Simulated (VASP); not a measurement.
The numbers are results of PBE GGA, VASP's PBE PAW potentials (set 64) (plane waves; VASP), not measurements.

A VASP calculation is set up with these files.

**INCAR**
```
SYSTEM = ZnO
PREC = Accurate
ENCUT = 530
EDIFF = 1E-6
NELM = 100
ALGO = Normal
LREAL = .FALSE.
LASPH = .TRUE.
ISMEAR = 0
SIGMA = 0.05
GGA = PE
LMAXMIX = 4
LWAVE = .FALSE.
LCHARG = .FALSE.
IBRION = 2
ISIF = 3
NSW = 60
EDIFFG = -0.02
```

POSCAR:
```
ZnO
1
    3.2950008265     0.0000000000     0.0000000000
   -1.6475004133     2.8535548771    -0.0000000000
    0.0000000000     0.0000000000     5.2825490360
Zn O
2 2
Direct
  0.3333330000   0.6666670000   0.0002450061
  0.6666670000   0.3333330000   0.5002450061
  0.3333330000   0.6666670000   0.3817549939
  0.6666670000   0.3333330000   0.8817549939
```

File KPOINTS:
```
Automatic
0
G
  7 7 4
```

POTCAR, in this order: Zn O (PBE.64 set). Program: vasp_std.

Output of the run:

**OUTCAR**
```
 ion  position               nearest neighbor table
   1  0.333  0.667  0.000-   4 2.00   4 2.00   4 2.00   3 2.02
   2  0.667  0.333  0.500-   3 2.00   3 2.00   3 2.00   4 2.02
   3  0.333  0.667  0.382-   2 2.00   2 2.00   2 2.00   1 2.02
   4  0.667  0.333  0.882-   1 2.00   1 2.00   1 2.00   2 2.02
  LATTYP: Found a hexagonal cell.
 ALAT       =     3.2950008265
 C/A-ratio  =     1.6032011262
 Subroutine PRICEL returns:
 Original cell was already a primitive cell.
 Subroutine GETGRP returns: Found 12 space group operations
The static configuration has the point symmetry C_3v.
 The point group associated with its full space group is C_6v.
The dynamic configuration has the point symmetry C_3v.
 Subroutine INISYM returns: Found 12 space group operations
 Subroutine IBZKPT returns following result:
 Found     24 irreducible k-points:

 Following reciprocal coordinates:
            Coordinates               Weight
  0.000000  0.000000  0.000000      1.000000
  0.142857  0.000000  0.000000      6.000000
  0.285714 -0.000000  0.000000      6.000000
  0.428571  0.000000  0.000000      6.000000
  0.142857  0.142857  0.000000      6.000000
...
```

**OSZICAR**
```
       N       E                     dE             d eps       ncg     rms          rms(c)
DAV:   1     0.290978159088E+03    0.29098E+03   -0.19126E+04  1056   0.239E+03
DAV:   2     0.982722198852E+01   -0.28115E+03   -0.27088E+03  1164   0.441E+02
DAV:   3    -0.205306356566E+02   -0.30358E+02   -0.30135E+02  1218   0.154E+02
DAV:   4    -0.211021412698E+02   -0.57151E+00   -0.57105E+00  1158   0.226E+01
DAV:   5    -0.211067052546E+02   -0.45640E-02   -0.45637E-02  1248   0.193E+00    0.143E+01
DAV:   6    -0.177314302308E+02    0.33753E+01   -0.12162E+01  1840   0.742E+01    0.863E+00
DAV:   7    -0.178964617294E+02   -0.16503E+00   -0.26674E+00  1144   0.197E+01    0.519E+00
DAV:   8    -0.179228903260E+02   -0.26429E-01   -0.85684E-01  1588   0.923E+00    0.183E+00
DAV:   9    -0.178567882159E+02    0.66102E-01   -0.19376E-01  1626   0.798E+00    0.348E-01
DAV:  10    -0.178606109932E+02   -0.38228E-02   -0.58709E-02  1092   0.176E+00    0.150E-01
DAV:  11    -0.178605937509E+02    0.17242E-04   -0.15674E-03  1550   0.511E-01    0.352E-02
DAV:  12    -0.178606517249E+02   -0.57974E-04   -0.15302E-04  1372   0.230E-01    0.350E-02
DAV:  13    -0.178606456747E+02    0.60502E-05   -0.40293E-05  1358   0.130E-01    0.126E-02
DAV:  14    -0.178606460438E+02   -0.36903E-06   -0.14790E-05  1158   0.440E-02    0.483E-03
DAV:  15    -0.178606454671E+02    0.57670E-06   -0.15363E-06   750   0.150E-02
   1 F= -.17860645E+02 E0= -.17860645E+02  d E =-.178606E+02
       N       E                     dE             d eps       ncg     rms          rms(c)
DAV:   1    -0.178614804205E+02   -0.83438E-03   -0.40551E-02  1056   0.201E+00    0.184E-01
DAV:   2    -0.178610404490E+02    0.43997E-03   -0.19706E-03  1352   0.785E-01    0.947E-02
DAV:   3    -0.178608966005E+02    0.14385E-03   -0.94645E-05  1472   0.187E-01    0.441E-02
DAV:   4    -0.178608632737E+02    0.33327E-04   -0.62764E-05  1466   0.104E-01    0.567E-03
DAV:   5    -0.178608641651E+02   -0.89143E-06   -0.12099E-05  1080   0.386E-02    0.344E-03
DAV:   6    -0.178608640575E+02    0.10765E-06   -0.27372E-07   528   0.190E-02
   2 F= -.17860864E+02 E0= -.17860864E+02  d E =-.218590E-03
       N       E                     dE             d eps       ncg     rms          rms(c)
DAV:   1    -0.178617196024E+02   -0.85544E-03   -0.46481E-02  1056   0.216E+00    0.198E-01
DAV:   2    -0.178612082541E+02    0.51135E-03   -0.22796E-03  1352   0.842E-01    0.101E-01
DAV:   3    -0.178610438955E+02    0.16436E-03   -0.10877E-04  1472   0.201E-01    0.473E-02
DAV:   4    -0.178610053822E+02    0.38513E-04   -0.72599E-05  1466   0.112E-01    0.613E-03
DAV:   5    -0.178610064017E+02   -0.10195E-05   -0.13952E-05  1086   0.414E-02    0.371E-03
DAV:   6    -0.178610062878E+02    0.11387E-06   -0.32024E-07   528   0.204E-02
   3 F= -.17861006E+02 E0= -.17861006E+02  d E =-.360821E-03
       N       E                     dE             d eps       ncg     rms          rms(c)
DAV:   1    -0.178638731128E+02   -0.28667E-02   -0.18591E-01  1056   0.430E+00    0.396E-01
DAV:   2    -0.178618135108E+02    0.20596E-02   -0.91609E-03  1352   0.169E+00    0.202E-01
DAV:   3    -0.178611576431E+02    0.65587E-03   -0.43743E-04  1478   0.403E-01    0.948E-02
DAV:   4    -0.178610024185E+02    0.15522E-03   -0.29000E-04  1460   0.224E-01    0.123E-02
DAV:   5    -0.178610065090E+02   -0.40905E-05   -0.55808E-05  1074   0.827E-02    0.741E-03
DAV:   6    -0.178610063408E+02    0.16816E-06   -0.13211E-06   588   0.410E-02
   4 F= -.17861006E+02 E0= -.17861006E+02  d E =-.360874E-03
       N       E                     dE             d eps       ncg     rms          rms(c)
DAV:   1    -0.178619850895E+02   -0.97858E-03   -0.60352E-02  1056   0.246E+00    0.226E-01
DAV:   2    -0.178613137478E+02    0.67134E-03   -0.29709E-03  1338   0.969E-01    0.115E-01
DAV:   3    -0.178611020294E+02    0.21172E-03   -0.14025E-04  1478   0.228E-01    0.540E-02
DAV:   4    -0.178610512624E+02    0.50767E-04   -0.93486E-05  1466   0.127E-01    0.690E-03
DAV:   5    -0.178610526537E+02   -0.13913E-05   -0.17992E-05  1080   0.472E-02    0.421E-03
DAV:   6    -0.178610528449E+02   -0.19114E-06   -0.39681E-07   528   0.226E-02
   5 F= -.17861053E+02 E0= -.17861053E+02  d E =-.407378E-03
       N       E                     dE             d eps       ncg     rms          rms(c)
DAV:   1    -0.178618937375E+02   -0.84108E-03   -0.62742E-02  1136   0.276E+00    0.216E-01
DAV:   2    -0.178613215658E+02    0.57217E-03   -0.44273E-03  1430   0.109E+00    0.854E-02
DAV:   3    -0.178612371722E+02    0.84394E-04   -0.96983E-05  1500   0.239E-01    0.501E-02
DAV:   4    -0.178612042004E+02    0.32972E-04   -0.68558E-05  1206   0.909E-02    0.958E-03
DAV:   5    -0.178612035372E+02    0.66311E-06   -0.89073E-06  1110   0.310E-02
   6 F= -.17861204E+02 E0= -.17861204E+02  d E =-.150692E-03
```

File OUTCAR:
```
------------------------ aborting loop because EDIFF is reached ----------------------------------------
  FORCE on cell =-STRESS in cart. coord.  units (eV):
  Direction    XX          YY          ZZ          XY          YZ          ZX
  --------------------------------------------------------------------------------------
  Total        0.0486944      0.0486944      0.0379463     -0.0000000      0.0000000      0.0000000
  in kB        1.5723768      1.5723773      1.2253134     -0.0000000      0.0000000      0.0000000
  external PRESSURE =       1.4566891 kB  Pullay stress =       0.0000000 kB
  volume of cell :       49.62
      direct lattice vectors                 reciprocal lattice vectors
     3.287639001  0.000000000 -0.000000000     0.304169649  0.175612401  0.000000000
    -1.643819501  2.847179347 -0.000000000    -0.000000000  0.351224801 -0.000000000
    -0.000000000  0.000000000  5.300713562    -0.000000000  0.000000000  0.188653846
  FREE ENERGIE OF THE ION-ELECTRON SYSTEM (eV)
  ---------------------------------------------------
  free  energy   TOTEN  =       -17.8612035372 eV

  energy  without entropy=      -17.8612035372  energy(sigma->0) =      -17.86120354

 reached required accuracy - stopping structural energy minimisation
```
(Selected blocks of OUTCAR.)

**CONTCAR**
```
ZnO
   1.00000000000000
     3.2876390014631007    0.0000000000001292   -0.0000000000000000
    -1.6438195007813268    2.8471793465409982   -0.0000000000000000
    -0.0000000000000000    0.0000000000000000    5.3007135616830627
  Zn              O
     2     2
Direct
     0.3333330000000032    0.6666669999999968    0.0011538078304070
     0.6666669999999968    0.3333330000000032    0.5011538078304070
     0.3333330000000032    0.6666669999999968    0.3808461921695981
     0.6666669999999968    0.3333330000000032    0.8808461921695980
```

The compound is ZnO in the wurtzite structure. This run relaxes it. Symmetry was kept, so distortions that lower it aren't found. The start is the result of an earlier pass.
